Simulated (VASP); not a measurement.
A run of VASP 6.6.1:

File INCAR:

```
SYSTEM = CaCuH2
ALGO = Fast
EDIFF = 1E-6
ENCUT = 520
GGA = PE
ISIF = 2
ISMEAR = 0
LASPH = .True.
LCHARG = .False.
LREAL = .False.
LWAVE = .False.
NBANDS = 20
NELM = 100
PREC = Accurate
SIGMA = 0.1
```

KPOINTS

```
k-points
0
Gamma
  6 6 6
  0 0 0
```

POSCAR

```
CaCuH2
1.0
    1.9519252876      1.1269445873      4.3329757053
   -1.9519252876      1.1269445873      4.3329757053
    0.0000000000     -2.2538891834      4.3329757030
Ca Cu H
1 1 2
Direct
    0.5000000000      0.5000000000      0.5000000000
    0.0000000000      0.0000000000      0.0000000000
    0.8809917553      0.8809917553      0.8809917553
    0.1190082447      0.1190082447      0.1190082447
```

Potentials or basis: VASP PAW PBE potentials, release 64 (Ca_sv, Cu, H).

The run is started by

```console
$ cat potpaw_PBE.64/Ca_sv/POTCAR potpaw_PBE.64/Cu/POTCAR potpaw_PBE.64/H/POTCAR > POTCAR
$ mpirun -np 1 vasp_std > vasp.out
```

Hardware: 1 thread of Intel(R) Xeon(R) Platinum 8559C (Emerald Rapids) (shared host).

Q: How long does it take, and how much memory?

A: Run time: 73 s on 1 thread of Intel(R) Xeon(R) Platinum 8559C (Emerald Rapids) (shared host), peak memory 0.22 GiB. Counts: scf iterations 20, k points 32.
